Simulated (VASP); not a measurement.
**SiMo (relaxed from the NbAs structure, space group I4_1md): computed properties**

The numbers are results of PBEsol GGA, VASP's PBE PAW potentials (set 64) (plane waves; VASP), not measurements.

```yaml
space_group: I4_1md (109)
cell: a = b = 3.336 Å, c = 10.549 Å, α = β = γ = 90.00°
volume_per_atom: 14.68 Å³/atom
band gap (over mesh and band path): none (metal, semimetal or under 0.01 eV)
density: 7.02 g/cm³
```

Space group I4₁md (No. 109); a = 3.3362 Å, b = 3.3362 Å, c = 10.5491 Å, α = 90.00°, β = 90.00°, γ = 90.00°

```json
[
 {"atom": "Mo", "site": "4a", "symmetry": "2mm.", "x": "0.0000", "y": "0.0000", "z": "0.4942"},
 {"atom": "Si", "site": "4a", "symmetry": "2mm.", "x": "0.0000", "y": "0.0000", "z": "0.9218"}
]
```
(The calculation used a cell of 4 atoms; values per cell refer to that cell.)

The structure was generated: SiMo was put into the NbAs type (I4_1md), which need not be its known phase. It was relaxed first, which changed the volume by -6 %. Symmetry was kept, so distortions that lower it aren't found.
